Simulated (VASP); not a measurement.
VASP input:

**INCAR**
```
SYSTEM = CoSi2
PREC = Accurate
ENCUT = 400
EDIFF = 1E-6
NELM = 100
ALGO = Normal
LREAL = .FALSE.
LASPH = .TRUE.
ISMEAR = 1
SIGMA = 0.1
GGA = PE
LMAXMIX = 4
LWAVE = .FALSE.
LCHARG = .FALSE.
ISIF = 2
```

### POSCAR
```
CoSi2
1
    2.6800000000     0.0000000000     2.6800000000
    0.0000000000     2.6800000000     2.6800000000
    2.6800000000     2.6800000000     0.0000000000
Co Si
1 2
Direct
  0.0000000000   0.0000000000   0.0000000000
  0.2500000000   0.2500000000   0.2500000000
  0.7500000000   0.7500000000   0.7500000000
```

**KPOINTS**
```
Automatic mesh
0
Gamma
8 8 8
0 0 0
```

POTCAR, in this order: Co Si (PBE.64 set). Program: vasp_std.

The resulting files:

File standard output:
```
 -----------------------------------------------------------------------------
|                                                                             |
|     EEEEEEE  RRRRRR   RRRRRR   OOOOOOO  RRRRRR      ###     ###     ###     |
|     E        R     R  R     R  O     O  R     R     ###     ###     ###     |
|     E        R     R  R     R  O     O  R     R     ###     ###     ###     |
|     EEEEE    RRRRRR   RRRRRR   O     O  RRRRRR       #       #       #      |
|     E        R   R    R   R    O     O  R   R                               |
|     E        R    R   R    R   O     O  R    R      ###     ###     ###     |
|     EEEEEEE  R     R  R     R  OOOOOOO  R     R     ###     ###     ###     |
|                                                                             |
|     ERROR: the triple product of the basis vectors is negative exchange     |
|     two basis vectors                                                       |
|                                                                             |
|       ---->  I REFUSE TO CONTINUE WITH THIS SICK JOB ... BYE!!! <----       |
|                                                                             |
 -----------------------------------------------------------------------------
```

Q: Read the log: what went wrong, and how is it fixed?

A: The cause: the lattice vectors form a left-handed set. VASP stops with an error: ERROR: the triple product of the basis vectors is negative exchange two basis vectors ----> I REFUSE TO CONTINUE WITH THIS SICK JOB ... BYE!!! <---- To mend it, correct POSCAR.
**POSCAR**
```
CoSi2
1
    0.0000000000     2.6800000000     2.6800000000
    2.6800000000     0.0000000000     2.6800000000
    2.6800000000     2.6800000000     0.0000000000
Co Si
1 2
Direct
  0.0000000000   0.0000000000   0.0000000000
  0.2500000000   0.2500000000   0.2500000000
  0.7500000000   0.7500000000   0.7500000000
```
The mended run (PBE GGA, plane waves, VASP's PBE PAW potentials (set 64)) converges, and its OSZICAR ends with
```
   1 F= -.19293915E+02 E0= -.19293872E+02  d E =-.129332E-03
```

The compound is CoSi2 in the fluorite structure. The cell was not relaxed at this level. The run is not spin-polarised, so no magnetic state was tried.
